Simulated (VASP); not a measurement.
AgH16O8F, 26 atoms in the cell. The cell holds a amorphous, 26 atoms: a = 6.573 Å, b = 6.573 Å, c = 6.573 Å, α = 90.00°, β = 90.00°, γ = 90.00°. The cell was built by a generator and needn't be a form met in nature.

| Property | Result |
| --- | --- |
| Program | VASP 6.6.1 |
| Task | single point |
| Functional | PBE |
| Dispersion | D3(BJ) |
| Potentials or basis | VASP PAW PBE potentials, release 64 (O, H, Ag, F) |
| Cutoff | 520 eV |
| k mesh | 1 × 1 × 1 |
| Occupations | fermi-dirac, width 0.002 eV |
| Spin | no spin polarisation |
| Dipole correction | no |
| Further INCAR settings | LREAL = Auto; ALGO = Fast; EDIFF = 1e-07; NBANDS = 60 |

Potentials or basis: VASP PAW PBE potentials, release 64 (O, H, Ag, F).

Run with:

```sh
$ cat potpaw_PBE.64/O/POTCAR potpaw_PBE.64/H/POTCAR potpaw_PBE.64/Ag/POTCAR potpaw_PBE.64/F/POTCAR > POTCAR
$ mpirun -np 1 vasp_gam > vasp.out
```

Hardware: 1 thread of Intel(R) Xeon(R) Platinum 8175M CPU @ 2.50GHz (Skylake/Cascade Lake) (shared host).

Task: How long does it take, and how much memory?

Result: It took 73 s on 1 thread of Intel(R) Xeon(R) Platinum 8175M CPU @ 2.50GHz (Skylake/Cascade Lake), with other jobs on the host, peak memory 0.36 GiB. Counts: scf iterations 17, k points 1.
